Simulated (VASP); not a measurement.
Data:

```
CELL_PARAMETERS angstrom
      0.00000     2.65774     2.65774
      2.65774     0.00000     2.65774
      2.65774     2.65774     0.00000
ATOMIC_POSITIONS crystal
  Cd 0.00000 0.00000 0.00000
  F  0.25000 0.25000 0.25000
  F  0.75000 0.75000 0.75000
```

Method: LDA (Ceperley-Alder, Perdew-Zunger), VASP's LDA PAW potentials (set 64) (plane waves; VASP). Numerical set-up: 520 eV cut-off, 7×7×7 Γ-centred mesh, Gaussian smearing of 0.010 eV, potentials Cd F.

Question: Give the electronic dielectric tensor ε∞ (DFPT, local fields included).

Answer: 
```
2.89  0.00  0.00
0.00  2.89  0.00
0.00  0.00  2.89
```

Question: Give the Born effective charges.

Answer: 
```csv
atom,Z*xx,Z*yy,Z*zz,mean
Cd1,2.43,2.43,2.43,2.43
F2,-1.21,-1.21,-1.21,-1.21
F3,-1.21,-1.21,-1.21,-1.21
```

Question: And the static tensor with the ions free?

Answer: 
```
7.42  0.00  0.00
0.00  7.42  0.00
0.00  0.00  7.42
```

Question: Which frequencies do the optical Γ-point modes have (no LO-TO splitting)?

Answer: 245 (×3), 322 (×3) cm⁻¹.

The compound is CdF2 in the fluorite structure. It was relaxed first.
